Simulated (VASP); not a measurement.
Consider the following.

```
Pd
1.0
    0.00000     1.91086     1.91086
    1.91086     0.00000     1.91086
    1.91086     1.91086     0.00000
Pd
1
Direct
  0.00000   0.00000   0.00000
```

Level of theory: PBE GGA, VASP's PBE PAW potentials (set 64) (plane waves; VASP). Numerical set-up: 500 eV cut-off, 16×16×16 Γ-centred mesh, first-order Methfessel-Paxton smearing of 0.10 eV, potentials Pd.

Energy and stress use the plane-wave basis of the starting cell.

### Question
The ions, cell shape and volume at an external pressure of 30.0 GPa are relaxed. Predict the relaxed structure.

### Answer

```
Pd
1.0
    0.00000     1.88943     1.88943
    1.88943     0.00000     1.88943
    1.88943     1.88943     0.00000
Pd
1
Direct
  0.00000   0.00000   0.00000
```
Space group Fm-3m (225), at a tolerance of 0.03 Å.

### Question
How do energy and volume change from the first to the last step?

### Answer
The energy (σ→0) changes by +71.9 meV/atom and the volume by -3.3 %, in 4 ionic steps.

The compound is Pd in the fcc structure. This run relaxes it under an external pressure of 30 GPa. Symmetry was kept, so distortions that lower it aren't found.
